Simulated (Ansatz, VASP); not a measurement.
## BeSnAs4 in VASP and in Ansatz

```
Be Sn As
1.0
     0.00000    3.94728    3.94728
     3.94728    0.00000    3.94728
     3.94728    3.94728    0.00000
Be Sn As
1 1 4
Direct
  0.75000 0.75000 0.75000
  0.00000 0.00000 0.00000
  0.37532 0.37532 0.37532
  0.37532 0.87403 0.37532
  0.37532 0.37532 0.87403
  0.87403 0.37532 0.37532
```

Change from the starting cell: species swapped into the ZrScFe4 type (F-43m, No. 216).

Alike in both runs: task relaxation of cell and atoms; functional PBE; k mesh 8 × 8 × 8; occupations gaussian, width 0.1 eV; no spin polarisation.

```csv
,VASP,Ansatz
version,VASP 6.6.1,Ansatz 0.2.0
potentials or method,"VASP PAW PBE potentials, release 64 (Be, Sn_d, As)","scalar-relativistic, plane waves, PAW"
plane-wave cutoff (eV),600,420
valence electrons in the cell,36,76
```

```csv
,VASP,Ansatz,Ansatz less VASP
"gap on the k mesh at the Fermi level, each at its own relaxed structure (eV)",none,none,-
relaxed volume (Å³/atom),20.97,20.97,-0.001
relaxed cell length with the largest relative difference (Å),5.625,5.625,-0.0001
energy change over the relaxation (meV/atom),-2,-2,+0.3
```

A gap of «none» marks a metal or a gap that the smearing closes. The two sets of potentials don't hold the same shells in valence.
